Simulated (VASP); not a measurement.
These are vdW-DF2, VASP's PBE PAW potentials (set 64) (plane waves; VASP) values and carry that method's errors.

Input for VASP

### KPOINTS
```
Automatic mesh
0
Gamma
7 7 7
0 0 0
```

### POSCAR
```
SrVO3
1.0
  3.9239004457   0.0000000000   0.0000000000
  0.0000000000   3.9239004457   0.0000000000
  0.0000000000   0.0000000000   3.9239004457
Sr V O
1 1 3
Cart
  0.0000000000   0.0000000000   0.0000000000
  1.9619502229   1.9619502229   1.9619502229
  1.9619502229   0.0000000000   1.9619502229
  0.0000000000   1.9619502229   1.9619502229
  1.9619502229   1.9619502229   0.0000000000
```

**INCAR**
```
SYSTEM = SrVO3
PREC = Accurate
ENCUT = 520
EDIFF = 1E-6
NELM = 100
ALGO = Normal
LREAL = .FALSE.
LASPH = .TRUE.
ISMEAR = 1
SIGMA = 0.1
GGA = ML
ZAB_VDW = -1.8867
LUSE_VDW = .TRUE.
AGGAC = 0.0
LMAXMIX = 4
LWAVE = .FALSE.
LCHARG = .FALSE.
IBRION = 2
ISIF = 3
NSW = 60
EDIFFG = -0.02
```

POTCAR, in this order: Sr_sv V_sv O (PBE.64 set). Program: vasp_std.

### Question
Estimate the energy per atom (σ→0), band gap (on the k-mesh).

### Answer

The energy per atom (σ→0) is -5.794 eV/atom and the band gap (on the k-mesh) is none (metal, semimetal or under 0.01 eV).

### OSZICAR
```
...
DAV:  12    -0.289735627474E+02    0.90366E-04   -0.25642E-02  1216   0.968E-01    0.217E-01
DAV:  13    -0.289730830918E+02    0.47966E-03   -0.29712E-03  1120   0.448E-01    0.102E-01
DAV:  14    -0.289730539889E+02    0.29103E-04   -0.22322E-04  1064   0.116E-01    0.483E-02
DAV:  15    -0.289730450730E+02    0.89159E-05   -0.44686E-05  1240   0.383E-02    0.243E-02
DAV:  16    -0.289730466949E+02   -0.16218E-05   -0.44751E-06   904   0.183E-02    0.142E-02
DAV:  17    -0.289730437941E+02    0.29007E-05   -0.11622E-05  1040   0.239E-02    0.411E-03
DAV:  18    -0.289730437634E+02    0.30775E-07   -0.80941E-07   480   0.627E-03
   1 F= -.28973044E+02 E0= -.28971938E+02  d E =-.289730E+02
```

The compound is SrVO3 in the cubic perovskite structure. It was relaxed first, which changed the volume by +7 %. The start is the result of an earlier pass. The run is not spin-polarised, so no magnetic state was tried. The electron count is odd and the run is not spin-polarised, which forces a metal.
